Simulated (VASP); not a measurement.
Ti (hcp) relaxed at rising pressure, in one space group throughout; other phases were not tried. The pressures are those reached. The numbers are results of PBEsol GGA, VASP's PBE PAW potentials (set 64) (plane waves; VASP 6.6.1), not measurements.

```csv
P (GPa),V (Å³/atom),k-mesh
0.02,16.678,14×14×8
5.07,16.017,15×15×8
9.94,15.489,15×15×8
20.19,14.567,15×15×8
29.97,13.863,15×15×9
```

A change of mesh leaves a small step in the series.

Question: Fit an equation of state and predict the volume at 44.86 GPa.

Answer: Least squares on the third-order Birch-Murnaghan form, P = (3B0/2)(y⁷ − y⁵)[1 + (3/4)(B′ − 4)(y² − 1)] with y = (V0/V)^(1/3), gives V0 = 16.677 Å³/atom, B0 = 118 GPa and B′ = 3.5, and so 13.008 Å³/atom. The run gave 12.994 Å³/atom, -0.1 % from the fit.

Pressures at which the relaxation failed are left out.

The compound is Ti in the hcp structure.
